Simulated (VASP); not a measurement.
Here is the system:

```
AuCl
1.0
    3.33082     0.00000     0.00000
    0.00000     3.33082     0.00000
    0.00000     0.00000     3.33082
Au Cl
1 1
Direct
  0.00000   0.00000   0.00000
  0.50000   0.50000   0.50000
```

The numbers are results of PBEsol GGA, VASP's PBE PAW potentials (set 64) (plane waves; VASP), not measurements. Run with 400 eV cut-off, 12×12×12 Γ-centred mesh, tetrahedra with Blöchl corrections, potentials Au Cl.

Unless said otherwise, spin-orbit coupling is left out, though it shifts the bands of the heavy elements here.

**Question.** Predict the energy per atom (σ→0), band gap (on the k-mesh) with the smallest direct gap where there is one.

**Answer.** 
```
Property                                                    Result
------------------------  ----------------------------------------
band gap (on the k-mesh)  none (metal, semimetal or under 0.01 eV)
energy per atom (σ→0)                               -2.589 eV/atom
```

The absolute energy has meaning only against runs of the same code, potentials and settings.

The structure was generated: AuCl was put into the CsCl type type (Pm-3m), which need not be its known phase. It was relaxed first, which changed the volume by +25 %.
